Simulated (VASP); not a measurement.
Input:

```xyz
2
Lattice="0.0000 2.9945 2.9945 2.9945 0.0000 2.9945 2.9945 2.9945 0.0000" Properties=species:S:1:pos:R:3 pbc="T T T"
Hg     0.0000     0.0000     0.0000
S      1.4972     1.4972     1.4972
```

Method: PBE GGA, VASP's PBE PAW potentials (set 64) (plane waves; VASP 6.6.1). Settings: 350 eV cut-off, Gaussian smearing of 0.050 eV, potentials Hg S.

### Question
Give the energies of bands 2 to 11 at the high-symmetry points, in eV from the Fermi level.

### Answer

| band | Γ | X | U | L | W |
|---|---|---|---|---|---|
| 2 | -6.69 | -6.52 | -6.45 | -6.51 | -6.38 |
| 3 | -6.69 | -6.15 | -6.24 | -6.51 | -6.27 |
| 4 | -6.69 | -6.15 | -6.07 | -5.85 | -5.99 |
| 5 | -5.91 | -5.78 | -5.84 | -5.85 | -5.96 |
| 6 | -5.91 | -5.54 | -5.36 | -5.56 | -5.27 |
| 7 | -0.54 | -4.55 | -4.74 | -5.04 | -4.78 |
| 8 | 0.00 | -2.05 | -2.55 | -0.85 | -2.45 |
| 9 | 0.00 | -2.05 | -1.66 | -0.85 | -2.09 |
| 10 | 0.00 | 3.12 | 3.22 | 1.57 | 3.62 |
| 11 | 6.12 | 3.57 | 4.76 | 6.79 | 5.37 |

It has no gap at this level: it comes out as a metal or semimetal.

The compound is HgS in the zinc blende structure, metacinnabar; cinnabar is the stable form. It was relaxed first, which changed the volume by +7 %.
